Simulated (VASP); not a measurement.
CdS: single point with PBE

CdS:

```
Cd S
1.0
     0.00000    2.96348    2.96348
     2.96348    0.00000    2.96348
     2.96348    2.96348    0.00000
Cd S
1 1
Direct
  0.00000 0.00000 0.00000
  0.25000 0.25000 0.25000
```

The cell was built by a generator and needn't be a form met in nature.

```yaml
Program: VASP 6.6.1
Task: single point
Functional: PBE
Potentials_or_basis: VASP PAW PBE potentials, release 64 (Cd, S)
Cutoff: 520 eV
k_mesh: 8 × 8 × 8
Occupations: gaussian, width 0.02 eV
Spin: no spin polarisation
```

* Pressure: 0.3 GPa
* Band gap on the k mesh: 1.04 eV, direct

Levels at points of the mesh, in eV from the valence-band top:
| k point | band 5 | band 6 | band 7 | band 8 | band 9 | band 10 | band 11 | band 12 | band 13 | band 14 |
| --- | --- | --- | --- | --- | --- | --- | --- | --- | --- | --- |
| (0.00, 0.00, 0.00) | -7.15 | -7.15 | 0.00 | 0.00 | 0.00 | 1.04 | 6.55 | 6.55 | 6.55 | 11.17 |
| (0.50, 0.00, 0.00) | -7.12 | -6.81 | -4.12 | -0.68 | -0.68 | 2.94 | 7.01 | 7.01 | 7.33 | 10.94 |
| (0.50, 0.50, 0.00) | -7.08 | -6.75 | -3.75 | -1.72 | -1.72 | 3.63 | 4.28 | 9.04 | 10.49 | 10.49 |

It took 34 s on 1 thread of Intel(R) Xeon(R) Platinum 8375C CPU @ 2.90GHz (Ice Lake), on a shared host, peak memory 0.18 GiB.

Expect the measured gap to be larger: semilocal functionals such as PBE lack the derivative discontinuity.
